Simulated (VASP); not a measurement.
Wanted: the native input for a VASP 6.6.1 run.

| Property | Result |
| --- | --- |
| Task | relaxation of cell and atoms |
| Functional | PBE |
| Potentials or basis | VASP PAW PBE potentials, release 64 (Ga_d, N) |
| Cutoff | 520 eV |
| k mesh | 9 × 9 × 4 |
| Occupations | gaussian, width 0.02 eV |
| Spin | no spin polarisation |
| Further INCAR settings | ALGO = Fast; EDIFF = 1e-07; IBRION = 2; EDIFFG = -0.002; NSW = 80; ISIF = 3 |

The structure of GaN lies in POSCAR:

```
GaN                                     
1.0
    3.2186091376     -0.0000000000     -0.0000000000
   -1.6093045688      2.7873972738      0.0000000000
    0.0000000000      0.0000000000      5.2442835121
  Ga              N             
     2     2
Direct
     0.3333333300000021    0.6666666699999979    0.9991479470005614
     0.6666666699999979    0.3333333300000021    0.4991479470005616
     0.3333333300000021    0.6666666699999979    0.3758520529994384
     0.6666666699999979    0.3333333300000021    0.8758520529994386
```

The input as run:

INCAR

```
PREC     = Accurate       # precision mode
ENCUT    = 520            # plane-wave cutoff, eV
EDIFF    = 1E-7           # SCF threshold, eV
ISMEAR   = 0              # smearing method
SIGMA    = 0.02           # smearing width, eV
LREAL    = F              # projectors in reciprocal space
LASPH    = T              # aspherical terms in the spheres
NELM     = 60             # most SCF steps
ALGO     = Fast           # electronic algorithm
ISIF     = 3              # what is computed and relaxed
LWAVE    = F              # write WAVECAR
LCHARG   = F              # write CHGCAR
GGA      = PE             # functional
IBRION   = 2              # ionic algorithm
NSW      = 80             # ionic steps
EDIFFG   = -0.002         # ionic threshold
KPAR     = 4
```

KPOINTS

```
Automatic mesh
0
Gamma
  9 9 4
```

Potentials or basis: VASP PAW PBE potentials, release 64 (Ga_d, N).

Command:

```sh
$ cat potpaw_PBE.64/Ga_d/POTCAR potpaw_PBE.64/N/POTCAR > POTCAR
$ mpirun -np 4 vasp_std > vasp.out
```

It gave:

- Relaxed volume: 11.77 Å³/atom
- Relaxed cell: a = 3.219 Å, b = 3.219 Å, c = 5.245 Å, α = 90.00°, β = 90.00°, γ = 120.00°
- Space group after relaxing (to 0.05 Å): P6_3mc (No. 186)
- Energy gained by relaxing: 0.0 meV/atom
- Ionic steps: 4
- Pressure after relaxing: 0.0 GPa
- Band gap on the k mesh: 1.71 eV, direct

Wall time 32 s on 4 MPI ranks on Intel(R) Xeon(R) Platinum 8259CL CPU @ 2.50GHz (Skylake/Cascade Lake), with other jobs on the host, peak memory 0.17 GiB a rank.
